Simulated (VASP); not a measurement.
Input of a VASP 6.6.1 run:

Contents of INCAR:

```
  PREC = Accurate
  ENCUT = 520
  EDIFF = 1E-6
  ISMEAR = 0
  SIGMA = 0.1
  LREAL = F
  LASPH = T
  NELM = 100
  ALGO = Normal
  ISIF = 2
  LWAVE = F
  LCHARG = F
  GGA = PE
  NBANDS = 22
```

KPOINTS

```
regular mesh
0
Gamma
  4 4 4
```

The input POSCAR:

```
Sb3Ru
1.0
    4.5351259206      0.0000000000      0.0000000000
    0.0000000000      4.5351259206      0.0000000000
    0.0000000000      0.0000000000      4.4885111559
Sb Ru
3 1
Direct
    0.0000000000      0.5000000000      0.5000000000
    0.5000000000      0.0000000000      0.5000000000
    0.5000000000      0.5000000000      0.0000000000
    0.0000000000      0.0000000000      0.0000000000
```

Potentials or basis: VASP PAW PBE potentials, release 64 (Sb, Ru_pv).

The run is started by

```sh
$ cat potpaw_PBE.64/Sb/POTCAR potpaw_PBE.64/Ru_pv/POTCAR > POTCAR
$ mpirun -np 1 vasp_std > vasp.out
```

(1) Predict the pressure.

(2) Predict the band gap on the k mesh.

Answers

(1) -1.7 GPa.

(2) none (metal or under the smearing width).
